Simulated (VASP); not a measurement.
Crystal: AlB2Sb3.

```
CELL_PARAMETERS angstrom
3.39129 -6.00458 -0.06333
3.27299 5.93662 0.09109
-2.08608 0.10470 6.48339
ATOMIC_POSITIONS crystal
Al 0.08045 0.91250 0.99058
Al 0.91556 0.07402 0.49864
B 0.40804 0.58325 0.00953
B 0.74103 0.26569 0.01671
B 0.58811 0.39544 0.50944
B 0.25121 0.72891 0.50855
Sb 0.67376 0.50640 0.85960
Sb 0.03397 0.25579 0.90690
Sb 0.41221 0.88055 0.86628
Sb 0.50512 0.66418 0.36359
Sb 0.24070 0.02613 0.39637
Sb 0.87354 0.41354 0.36287
```

The cell was built by a generator and needn't be a form met in nature.

```yaml
Program: VASP 6.6.1
Task: relaxation of cell and atoms
Functional: PBE
Potentials_or_basis: VASP PAW PBE potentials, release 64 (Al, B, Sb)
Cutoff: 520 eV
k_mesh: 4 × 4 × 4
Occupations: gaussian, width 0.15 eV
Spin: no spin polarisation
```

At the start: pressure 1.7 GPa; volume 21.52 Å³/atom.

Question: Where does the relaxation end?

Answer: Over 16 steps the energy falls by 45.2 meV/atom and the volume is 21.93 Å³/atom (+1.9 %); space group Cc (No. 9, to 0.05 Å).

The path:
| step | energy change (eV) | largest force (eV/Å) | pressure (GPa) | volume (Å³) |
| --- | --- | --- | --- | --- |
| 1 | 0.0000 | 1.7031 | 1.68 | 258.25 |
| 2 | -0.4116 | 0.7801 | -0.97 | 266.66 |
| 3 | -0.4118 | 0.7766 | -0.99 | 266.78 |
| 4 | -0.5173 | 0.3107 | -0.08 | 263.38 |
| 5 | -0.5188 | 0.3336 | 0.04 | 262.96 |
| 6 | -0.5326 | 0.1460 | 0.01 | 262.98 |
| 7 | -0.5336 | 0.0991 | 0.01 | 262.98 |
| 8 | -0.5364 | 0.1100 | -0.01 | 263.05 |
| 9 | -0.5365 | 0.1251 | -0.01 | 263.06 |
| 10 | -0.5388 | 0.0589 | 0.00 | 263.07 |
| 11 | -0.5394 | 0.0677 | 0.00 | 263.07 |
| 12 | -0.5409 | 0.0469 | -0.01 | 263.10 |
| 13 | -0.5412 | 0.0539 | -0.03 | 263.13 |
| 14 | -0.5418 | 0.0320 | 0.05 | 262.93 |
| 15 | -0.5418 | 0.0322 | 0.04 | 262.96 |
| 16 | -0.5421 | 0.0218 | -0.03 | 263.18 |

Final structure:
```
Al B Sb
1.0
     3.42952   -5.96837   -0.00058
     3.43031    5.96890   -0.00108
    -2.17352   -0.00040    6.42828
Al B Sb
2 4 6
Direct
  0.07985 0.91362 0.99918
  0.91407 0.07797 0.49936
  0.41193 0.57998 0.00381
  0.73788 0.25830 0.00347
  0.58002 0.40898 0.50355
  0.25881 0.73541 0.50357
  0.66820 0.51057 0.86567
  0.03887 0.25177 0.90268
  0.40209 0.86802 0.86968
  0.51170 0.66604 0.36611
  0.25170 0.03600 0.40248
  0.86857 0.39974 0.36952
```
